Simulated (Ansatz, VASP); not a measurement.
## BiTe: VASP beside Ansatz

One calculation is typed for both programs; each brings its own data sets. How far apart do they land? The cell is taken from a series of runs on this material, whose earlier steps may have relaxed, scaled, displaced or heated it; both programs get it as it stands.

Calculated with Ansatz 0.2.0; plane waves, with VASP 6.6.1 beside it; zone-centre phonons at PBEsol.

## (1) Starting point

It takes space group Immm (No. 71, orthorhombic). Conventional cell: a = 4.026 Å, b = 4.984 Å, c = 6.386 Å, α = 90.00°, β = 90.00°, γ = 90.00°. Nearest to Bi lie 6 Te at 3.19 to 3.20 Å. Nearest to Te lie 6 Bi at 3.19 to 3.20 Å. Farther neighbours and most contacts between anions are not listed.

Coordinates:

```cif
data_structure
_symmetry_space_group_name_H-M 'Immm'
_symmetry_Int_Tables_number 71
_cell_length_a 4.0263
_cell_length_b 4.9840
_cell_length_c 6.3865
_cell_angle_alpha 90.000
_cell_angle_beta 90.000
_cell_angle_gamma 90.000
_cell_volume 128.16
loop_
_atom_site_label
_atom_site_type_symbol
_atom_site_symmetry_multiplicity
_atom_site_Wyckoff_symbol
_atom_site_fract_x
_atom_site_fract_y
_atom_site_fract_z
_atom_site_occupancy
Bi1 Bi 2 a 0.00000 0.00000 0.00000 1
Te1 Te 2 c 0.50000 0.50000 0.00000 1
```

## (2) Ansatz: zone-centre phonons, PBEsol

Ansatz runs on its PAW soft_1 files.

Second derivatives magnify differences that forces hide, and they need a tight electronic threshold.

Contents of input.yaml:

```yaml
crystal:
  lattice:
    - [4.9839550941, 0.0, 0.0]
    - [0.0, 6.3864795961, 0.0]
    - [0.0, 0.0, 4.0262921132]
  atoms:
    - { symbol: Bi, position: [0.5, 0.5, 0.250001845] }
    - { symbol: Bi, position: [0.0, 0.0, 0.749998155] }
    - { symbol: Te, position: [0.5, 0.0, 0.249999488] }
    - { symbol: Te, position: [0.0, 0.5, 0.750000512] }
kpoints:
  mp_grid: { grid: [10, 8, 10] }
hamiltonian:
  xc: pbesol
  pseudopotentials: { kind: paw, azcp: { folder: soft_1 }, xc_functional: pbe }
scf:
  occupations: { method: methfessel_paxton, width: 0.2 }
output:
  eigenvalues: true
phonons:
  method: dfpt
```

Run with:

```sh
ansatz run input.yaml --threads 4 --pin off --max-ram 10240MiB --backend cpu --events-out ev --progress --plain --runs-dir out
```

Numbers of over 12 decimals in the logs are rounded to 6 here.

Output:

```text
Warning: the atoms were moved onto the symmetric positions of the space group found under crystal.symmetry.tolerance 1.0e-5 (fractional; no operation is sought that the atoms, as they stand in a round, miss by more than twice it, and no atom is moved by as much as it), and the run uses the moved positions. Before a round's move an operation carried an atom to 1.49e-5 Å from where it should land, the largest such dist [...]
zone centre: on kpoints.mp_grid the ground state, and the responses unless they are solved on pairs of k-points, stand on 180 of the mesh's 800 k-points, reduced under 8 symmetry operations, with k and −k counted as one. Each operation leaves every solved displacement unchanged or reverses it
Engine: ansatz 0.2.0, aarch64-unknown-linux-gnu
Pseudopotentials: kind: paw
Pseudopotential: Bi, paw, valence charge 15, recommended cutoff 420 eV (normal), soft_1/Bi.paw.azcp
Pseudopotential: Te, paw, valence charge 16, recommended cutoff 420 eV (normal), soft_1/Te.paw.azcp
Functional definition: PBEsol
  exchange = pbesol_x
  correlation = pbesol_c
Crystal: 4 atoms, lattice volume = 128.157 Å³
Basis set: ecut = 420 eV, 2505 PW (Γ), exchange–correlation on 72×96×60 points (8 copies of the dense FFT grid, shifted against one another)
Bands: 38, of which v1, the nominal top of the filled ones, is band 31 counted from 1 (30 counted from 0)
Symmetry: 16 space group operations
k-points: 180 of 800 (irreducible under 8 space group operations)
Non-local potential: Bi, projectors of the file, l = 0: 2, l = 1: 2, l = 2: 2, l = 3: 1
Non-local potential: Te, projectors of the file, l = 0: 2, l = 1: 2, l = 2: 2, l = 3: 1
PAW form: soft (Blöchl's): semilocal exchange-correlation on the pseudo side does not see the compensation charge
PAW frozen core: Bi, regenerated for the run's functional, and the local potential with it (the file was generated under x = pbe(κ = 0.804, μ = 0.219515), c = pbe(β = 0.066725))
PAW frozen core: Te, regenerated for the run's functional, and the local potential with it (the file was generated under x = pbe(κ = 0.804, μ = 0.219515), c = pbe(β = 0.066725))
PAW one-centre angular grid: Bi, 590 points (default); XC on 64 Gauss nodes
PAW one-centre angular grid: Te, 590 points (default); XC on 64 Gauss nodes
Initial density: superposition of atomic densities (chi_scale 0.1, normalization cell, long waves kept (reshape's long-wave potential 0.00 eV rms))
Initial wavefunctions: pseudopotential atomic-orbital guess
Functional: x = pbesol(κ = 0.804, μ = 0.123457), c = pbesol(β = 0.046)
SCF iter   1: F=—  HF=-38292.511066 eV  |F-HF|=—  |Δ(HF+E_count)|=         —  Δρ=9.99e-3  dr2=1.44e-1  ethr=3.10e-3  ⟨swp⟩=9.9  Hψ=32445  notcnv=0
preconditioner: auto → Kerker (q_TF=auto, 2.417 Å⁻¹)  [metal: Δε(μ)=0.004 eV  Ē_g=8.718 eV  σ=0.200 eV  W_gap=0.02  n_scr=32 (ndim 8)  ℏωp=15.4 eV  f_vac=0.000  D(μ)=2.11/eV (n_scr^D=10)]
SCF iter   2: F=—  HF=-38292.495044 eV  |F-HF|=—  |Δ(HF+E_count)|=   1.60e-2  S|Δr|=    0.00e0  Δρ=6.50e-3  dr2=6.31e-2  ethr=2.32e-4  ⟨swp⟩=1.1  Hψ=8312  notcnv=0  defer=7
SCF iter   3: F=—  HF=-38292.484481 eV  |F-HF|=—  |Δ(HF+E_count)|=   1.06e-2  S|Δr|=    0.00e0  Δρ=8.31e-4  dr2=6.31e-4  ethr=1.02e-4  ⟨swp⟩=2.8  Hψ=11901  notcnv=0  defer=7
SCF iter   4: F=—  HF=-38292.484758 eV  |F-HF|=—  |Δ(HF+E_count)|=   2.77e-4  S|Δr|=    0.00e0  Δρ=2.73e-4  dr2=1.00e-4  ethr=1.02e-6  ⟨swp⟩=2.0  Hψ=10178  notcnv=0  defer=7
SCF iter   5: F=—  HF=-38292.484781 eV  |F-HF|=—  |Δ(HF+E_count)|=   2.31e-5  S|Δr|=    0.00e0  Δρ=1.06e-4  dr2=2.18e-5  ethr=1.61e-7  ⟨swp⟩=2.2  Hψ=9801  notcnv=0  defer=7
SCF iter   6: F=—  HF=-38292.484800 eV  |F-HF|=—  |Δ(HF+E_count)|=   1.96e-5  S|Δr|=    0.00e0  Δρ=2.96e-5  dr2=2.12e-6  ethr=3.52e-8  ⟨swp⟩=2.0  Hψ=7771  notcnv=0  defer=7
SCF iter   7: F=—  HF=-38292.484793 eV  |F-HF|=—  |Δ(HF+E_count)|=   7.49e-6  S|Δr|=    0.00e0  Δρ=7.81e-6  dr2=1.31e-7  ethr=3.42e-9  ⟨swp⟩=2.0  Hψ=8619  notcnv=0  defer=7
SCF iter   8: F=—  HF=-38292.484793 eV  |F-HF|=—  |Δ(HF+E_count)|=   9.09e-9  S|Δr|=    0.00e0  Δρ=1.23e-6  dr2=2.22e-9  ethr=2.12e-10  ⟨swp⟩=2.0  Hψ=10332  notcnv=0  defer=7
SCF iter   9: F=—  HF=-38292.484793 eV  |F-HF|=—  |Δ(HF+E_count)|=  2.04e-10  S|Δr|=    0.00e0  Δρ=3.34e-7  dr2=1.76e-10  ethr=3.59e-12  ⟨swp⟩=2.0  Hψ=12241  notcnv=0  defer=7
SCF iter  10: F=—  HF=-38292.484793 eV  |F-HF|=—  |Δ(HF+E_count)|=  3.64e-11  S|Δr|=    0.00e0  Δρ=1.03e-7  dr2=2.27e-11  ethr=1.00e-12  ⟨swp⟩=2.0  Hψ=12211  notcnv=0  defer=7
SCF iter  11: F=-38292.484793 eV  HF=-38292.484793 eV  |F-HF|=1.46e-11  |Δ(HF+E_count)|=  7.28e-12  S|Δr|=    0.00e0  Δρ=3.64e-8  dr2=2.96e-12  ethr=1.00e-12  ⟨swp⟩=10.4  Hψ=33663  notcnv=0
SCF 1 converged in 11 iterations: F = -38292.484793 eV  dr2 = 2.96e-12
  greatest PAW one-centre occupation: 0.998 electrons in one spin orbital (limit 2), on the Te atom at site 3 (counted from 0), in its partial waves of l = 2
DFPT response loops at Γ: preconditioner auto → Kerker (q_TF=auto, 2.417 Å⁻¹) (partly filled bands, converged f_vac=0.000); β = 1.00, the filter's whole step (`scf.mixing.beta` (0.50) is not read by the response loops under this deck's `scf.mixing.preconditioner`; to damp them name `kerker` or `kerker_dos`, under which they read `scf.mixing.beta`, and type it under 1.00, their step now; both keys bind the ground state too); Broyden in place of MSR1
SCF converged after 11 iterations
Stability not checked: this state was not tested for a lower state beside it, because cold or Methfessel-Paxton smearing, or corrected tetrahedra, fill the levels in a way that the test cannot read (fill_not_monotonic; see scf.lower_state_search)
Free energy (F): -38292.484793 eV
Harris-Foulkes:  -38292.484793 eV  (|F-HF|=1.46e-11)
Internal energy: -38292.487818 eV  (E = F + TS)
E sigma→0 (E₀):  -38292.485549 eV
Entropy (-TS):   0.003025 eV (0.756 meV/atom)
Fermi energy:    10.489063 eV
Step filling:    the computed levels leave a gap of 0.0007 eV = 0.0 smearing widths at the electron count; against every level under it full and every level over it empty, smearing changes F+E_penalty+E_count by +1.004 meV and its σ→0 estimate by +0.248 meV
--- Per-component energies (eV) ---
  E_band       = -687.498942
  E_kinetic    = 851.811068
  E_local      = -5658.104390  (includes V_loc(G=0)·N_el)
  E_nonlocal   = 956.466396
  E_hartree    = 2503.493744
  E_xc         = -545.550331
  E_vxc        = -467.588064  (∫ρ·V_xc dr)
  E_paw        = -30201.925234  (= ΣΔE_a)
  E_vpaw       = -1377.071995  (= ΣTr[D̂ρ^β])
  E_aug_tail   = 0.000584  (compensation charges beyond the density's cutoff)
  E_ewald      = -6199.608867
  E_core_change = 0.929211  (= ΣΔE_core)
  E_smearing   = 0.003025  (= −TS)
  E_closure    = 0.000000  (closes the sum)
  Σ components = -38292.484793   (vs F -38292.484793, Δ=0.00e0)
--- Band table (eV; the first three rows and the last of 180) ---
  k-point 0: bands = [... 27 lower, 7.6123, 7.7331, 9.0884, 12.6563, 12.7461, 12.9765, 13.4133, 13.9681, ... 3 higher]
  k-point 1: bands = [... 27 lower, 7.4000, 7.6850, 8.9350, 12.0954, 12.7296, 12.8274, 13.3235, 13.9372, ... 3 higher]
  k-point 2: bands = [... 27 lower, 7.4093, 7.5213, 8.6589, 10.8746, 11.6529, 12.5328, 12.9339, 13.3078, ... 3 higher]
  k-point 179: bands = [... 27 lower, 5.2786, 8.9931, 8.9931, 10.2979, 10.2979, 13.5760, 13.5760, 14.3717, ... 3 higher]
--- Phonons (Γ-DFPT): 6 representative perturbations + reference, on 180 of 800 k-points (Σ response iterations 18) ---
  k mesh reduced under 8 symmetry operations, with k and −k counted as one. Each operation leaves every solved displacement unchanged or reverses it
  ASR residual: 6.136e-5 → 0.000e0 eV/Å²; symmetrization residual: 1.507e-4 eV/Å²
  ASR residual per site (eV/Å²): 6.14e-5 6.14e-5 3.34e-5 3.34e-5
  Γ frequencies (cm⁻¹): 0.00 0.00 0.00 28.98 29.40 34.94 62.80 72.27 75.41 78.36 94.02 98.94
  non-analytic LO–TO correction: not included (Born effective charges unavailable; polar crystals: no LO–TO splitting at Γ)
```

In the SCF lines HF is the Harris–Foulkes energy and dr2 the Hartree energy of the density residual, in eV; the loop may stop once dr2 is under the threshold and the program's other checks hold. Hψ counts applications of the Hamiltonian.

(Continued in part 2 of 3.)

[Lines on the potential files, build, host, timing and source positions are cut from VASP's logs without a mark.]

[Logs are printed without paths, hosts, clocks, repeated set-up lines and the standing remarks that a program may print on its own settings, such as how far it seeks lower states.]

[Hosts, paths, dates, database ids (printed as entryN), source tags and the programs' standing remarks are cut or masked in the printed files.]
